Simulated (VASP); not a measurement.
All values below come from LDA (Ceperley-Alder, Perdew-Zunger), VASP's LDA PAW potentials (set 64) (plane waves; VASP).

VASP input:

POSCAR:
```
Bi2Te3
1
    2.2090650000     1.2754040000    10.7524330000
   -2.2090650000     1.2754040000    10.7524330000
    0.0000000000    -2.5508090000    10.7524330000
Bi Te
2 3
Direct
  0.6059720000   0.6012860000   0.6011000000
  0.3990620000   0.4001290000   0.3904130000
  0.7710390000   0.7898590000   0.7880350000
  0.2185730000   0.2130340000   0.2214310000
  0.0053530000  -0.0043090000  -0.0009800000
```

**KPOINTS**
```
Automatic mesh
0
Gamma
4 4 4
0 0 0
```

**INCAR**
```
! general
SYSTEM =Bi2Te3
PREC   =Accurate
ENCUT  =300
LREAL  =F
LASPH  =T
NBANDS =88

! electronic loop
EDIFF  =1E-6
NELM   =100
ALGO   =Normal
LMAXMIX=4

! smearing
ISMEAR =0
SIGMA  =0.01

! ions
ISIF   =2

! output
LWAVE  =F
LCHARG =F
```

POTCAR, in this order: Bi_d Te (LDA.64 set). Program: vasp_std.

At this cut-off the stress carries a Pulay error, which pulls relaxed volumes low. Unless said otherwise, spin-orbit coupling is left out, though it shifts the bands of the heavy elements here.

Question: Predict the energy per atom (σ→0), pressure, largest force, band gap (on the k-mesh).

Answer: 
* **energy per atom (σ→0)**: -4287 meV/atom
* **band gap (on the k-mesh)**: 0.51 eV
* **pressure**: -2.54 GPa
* **largest force**: 0.252 eV/Å

OSZICAR:
```
...
DAV:   6    -0.214595049986E+02    0.33746E+00   -0.34882E-02  9248   0.170E+00    0.439E+00
DAV:   7    -0.214396949384E+02    0.19810E-01   -0.50886E-02  7720   0.610E-01    0.146E+00
DAV:   8    -0.214372680157E+02    0.24269E-02   -0.12301E-02  7488   0.282E-01    0.326E-01
DAV:   9    -0.214370667168E+02    0.20130E-03   -0.12458E-03  8224   0.814E-02    0.144E-01
DAV:  10    -0.214370774704E+02   -0.10754E-04   -0.20565E-04  8264   0.274E-02    0.614E-02
DAV:  11    -0.214370794098E+02   -0.19393E-05   -0.11428E-05  9456   0.907E-03    0.365E-02
DAV:  12    -0.214370799920E+02   -0.58229E-06   -0.26589E-06  7488   0.381E-03
   1 F= -.21437080E+02 E0= -.21437080E+02  d E =-.140924-101
```

The structure comes from a computed database's Bi2Te3 entry; how it stands against other phases isn't given here. The cell was not relaxed at this level, atoms are displaced from their ideal sites. The run is one of a series of settings (NBANDS = 88 against the base run), some of them coarse on purpose.
